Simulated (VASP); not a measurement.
```xyz
2
Lattice="0.0000 3.3026 3.3026 3.3026 0.0000 3.3026 3.3026 3.3026 0.0000" Properties=species:S:1:pos:R:3 pbc="T T T"
Cd     0.0000     0.0000     0.0000
Te     1.6513     1.6513     1.6513
```

Calculation: PBE GGA, VASP's PBE PAW potentials (set 64) (plane waves; VASP 6.6.1). Settings: 400 eV cut-off, Gaussian smearing of 0.050 eV, potentials Cd Te.

Unless said otherwise, spin-orbit coupling is left out, though it shifts the bands of the heavy elements here.

### Question
Give the energies of bands 7 to 12 at the high-symmetry points, in eV from the valence-band maximum.

### Answer

```
band     Γ      X      U      L      W
----  ----  -----  -----  -----  -----
7     0.00  -4.04  -3.94  -4.11  -3.92
8     0.00  -1.68  -2.31  -0.69  -2.11
9     0.00  -1.68  -1.39  -0.69  -1.97
10    0.60   2.67   2.92   1.76   4.05
11    4.64   2.73   4.44   5.21   4.70
12    4.64   8.55   7.23   5.21   5.49
```

The gap is direct, 0.60 eV, from the valence maximum at Γ to the conduction minimum at Γ.

The structure was generated: CdTe was put into the zinc blende type (F-43m), which need not be its known phase. It was relaxed first.
